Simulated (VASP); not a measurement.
An input for Quantum ESPRESSO's pw.x (written as the equivalent of a VASP run, and not itself run):

```
&CONTROL
  calculation = 'vc-relax'
  pseudo_dir = './pseudo'
  outdir = './out'
  tprnfor = .true.
  tstress = .true.
  nstep = 60
  forc_conv_thr = 0.00078
/
&SYSTEM
  ibrav = 0
  nat = 6
  ntyp = 2
  ecutwfc = 84
  occupations = 'smearing'
  smearing = 'gaussian'
  degauss = 0.003675
  input_dft = 'pz'
/
&ELECTRONS
  conv_thr = 7.3e-08
  electron_maxstep = 100
/
&IONS
/
&CELL
/
ATOMIC_SPECIES
  Mg 24.305 Mg.upf
  F 18.998 F.upf
CELL_PARAMETERS angstrom
     4.5323519   -0.0000000    0.0000000
    -0.0000000    4.5323519    0.0000000
     0.0000000    0.0000000    2.9991680
ATOMIC_POSITIONS crystal
  Mg   1.0000000  0.0000000  0.0000000
  Mg   0.5000000  0.5000000  0.5000000
  F    0.3027591  0.3027591  0.0000000
  F    0.8027591  0.1972409  0.5000000
  F    0.1972409  0.8027591  0.5000000
  F    0.6972409  0.6972409  0.0000000
K_POINTS automatic
  5 5 7 0 0 0
```

Question: Translate this input to VASP (INCAR, KPOINTS, POSCAR, choice of POTCAR).

Answer: This is not unique; one that fits is 
POSCAR:
```
MgF2
1.0
  4.5323519141   0.0000000000   0.0000000000
  0.0000000000   4.5323519141   0.0000000000
  0.0000000000   0.0000000000   2.9991680484
Mg F
2 4
Cartesian
  4.5323519141   0.0000000000   0.0000000000
  2.2661759571   2.2661759571   1.4995840242
  1.3722107003   1.3722107003   0.0000000000
  3.6383866573   0.8939652568   1.4995840242
  0.8939652568   3.6383866573   1.4995840242
  3.1601412138   3.1601412138   0.0000000000
```

KPOINTS:
```
Automatic mesh
0
Gamma
5 5 7
0 0 0
```

**INCAR**
```
# general
SYSTEM  =  MgF2
PREC    =  Accurate
ENCUT   =  520
LREAL   =  F
LASPH   =  T

# electronic loop
EDIFF   =  1E-6
NELM    =  100
ALGO    =  Normal

# smearing
ISMEAR  =  0
SIGMA   =  0.05

# ions
IBRION  =  2
NSW     =  60
ISIF    =  3
EDIFFG  =  -0.02

# output
LWAVE   =  F
LCHARG  =  F
```

POTCAR, in this order: Mg F (LDA.64 set). Program: vasp_std.

The two are equivalent in intent, not identical: the potentials are each code's own (VASP's PAW set, PseudoDojo norm-conserving files in pw.x), so ENCUT and ecutwfc are chosen apart and not converted; conv_thr bounds pw.x's estimated SCF error, while EDIFF bounds the energy change between steps; forc_conv_thr acts on force components and is met together with etot_conv_thr.

The compound is MgF2 in the rutile structure. It was relaxed first, which changed the volume by -5 %. The start is the result of an earlier pass.
